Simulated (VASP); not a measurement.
VASP, PAW. Band gap of CuCl (zinc blende) (no spin-orbit coupling).

| level | band gap (eV) |
|---|---|
| LDA (own cell) | 0.66 |

**Question.** Estimate the band gap from B3LYP (PBE cell), PBE (own cell), PBEsol (own cell) and from experiment.

**Answer.** 
```
Property                                                 Result
-----------------  --------------------------------------------
B3LYP (PBE cell)                                        2.65 eV
PBE (own cell)                                          0.53 eV
PBEsol (own cell)                                       0.55 eV
measured           3.39 eV at 2 K (as given by arXiv:1206.3780)
```

Only levels that ran to the end are used. Left out are those held back, those with too coarse a band path, GW runs whose mesh misses a band edge, hybrids' fits of cells that aren't cubic and levels without matching references; a question may draw on a part of the rest.

The compound is CuCl in the zinc blende structure.
